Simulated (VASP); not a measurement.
Computed with PBEsol GGA, VASP's PBE PAW potentials (set 64) (plane waves; VASP).

The input files of a VASP run:

POSCAR:
```
Nb
3.270040
 -0.5000000347   0.5000000347   0.5000000347
  0.5000000347  -0.5000000347   0.5000000347
  0.5000000347   0.5000000347  -0.5000000347
Nb
1
Cart
  0.0000000000   0.0000000000   0.0000000000
```

### INCAR
```
! general
SYSTEM  = Nb
PREC    = Accurate
ENCUT   = 520
LREAL   = F
LASPH   = T

! electronic loop
EDIFF   = 1E-7
NELM    = 100
ALGO    = Normal
LMAXMIX = 4

! smearing
ISMEAR  = -5

! functional
GGA     = PS

! ions
ISIF    = 2

! output
LWAVE   = F
LCHARG  = T
LORBIT  = 11
NEDOS   = 601
```

File KPOINTS:
```
Automatic mesh
0
Gamma
17 17 17
0 0 0
```

POTCAR, in this order: Nb_sv (PBE.64 set). Program: vasp_std.

Output of the run:

File OSZICAR:
```
       N       E                     dE             d eps       ncg     rms          rms(c)
DAV:   1     0.116884841865E+03    0.11688E+03   -0.75113E+03  3308   0.130E+03
DAV:   2    -0.593025227369E+01   -0.12282E+03   -0.12032E+03  3528   0.451E+02
DAV:   3    -0.111146506988E+02   -0.51844E+01   -0.49206E+01  4974   0.776E+01
DAV:   4    -0.114103952271E+02   -0.29574E+00   -0.29295E+00  4686   0.162E+01
DAV:   5    -0.114217067865E+02   -0.11312E-01   -0.11287E-01  5006   0.255E+00    0.768E+00
DAV:   6    -0.110013621292E+02    0.42034E+00   -0.81097E-01  5126   0.120E+01    0.271E+00
DAV:   7    -0.109496881711E+02    0.51674E-01   -0.24258E-01  5160   0.642E+00    0.956E-01
DAV:   8    -0.109539310345E+02   -0.42429E-02   -0.13040E-02  3744   0.174E+00    0.515E-02
DAV:   9    -0.109539756566E+02   -0.44622E-04   -0.10261E-03  5742   0.370E-01    0.431E-02
DAV:  10    -0.109539930252E+02   -0.17369E-04   -0.24557E-05  3882   0.702E-02    0.163E-02
DAV:  11    -0.109539886629E+02    0.43623E-05   -0.73602E-06  3776   0.521E-02    0.298E-03
DAV:  12    -0.109539885770E+02    0.85913E-07   -0.47555E-07  4846   0.830E-03
   1 F= -.10953989E+02 E0= -.10953989E+02  d E =0.000000E+00
```

OUTCAR:
```
------------------------ aborting loop because EDIFF is reached ----------------------------------------
  FORCE on cell =-STRESS in cart. coord.  units (eV):
  Direction    XX          YY          ZZ          XY          YZ          ZX
  --------------------------------------------------------------------------------------
  Total       -0.0099593     -0.0099593     -0.0099593      0.0000000     -0.0000000      0.0000000
  in kB       -0.9126613     -0.9126613     -0.9126613      0.0000000     -0.0000000      0.0000000
  external PRESSURE =      -0.9126613 kB  Pullay stress =       0.0000000 kB
  volume of cell :       17.48
      direct lattice vectors                 reciprocal lattice vectors
    -1.635020113  1.635020113  1.635020113     0.000000000  0.305806636  0.305806636
     1.635020113 -1.635020113  1.635020113     0.305806636  0.000000000  0.305806636
     1.635020113  1.635020113 -1.635020113     0.305806636  0.305806636  0.000000000
 POSITION                                       TOTAL-FORCE (eV/Angst)
 -----------------------------------------------------------------------------------
      0.00000      0.00000      0.00000         0.000000      0.000000      0.000000
 -----------------------------------------------------------------------------------
    total drift:                               -0.000000      0.000000      0.000000
  FREE ENERGIE OF THE ION-ELECTRON SYSTEM (eV)
  ---------------------------------------------------
  free  energy   TOTEN  =       -10.9539885770 eV

  energy  without entropy=      -10.9539885770  energy(sigma->0) =      -10.95398858

 total charge

# of ion       s       p       d       tot
------------------------------------------
    1        2.228   5.999   2.540  10.766
```
(Selected blocks of OUTCAR.)

For a metal the tetrahedron method with Blöchl corrections gives inexact stress and forces.

The compound is Nb in the bcc structure. It was relaxed first.
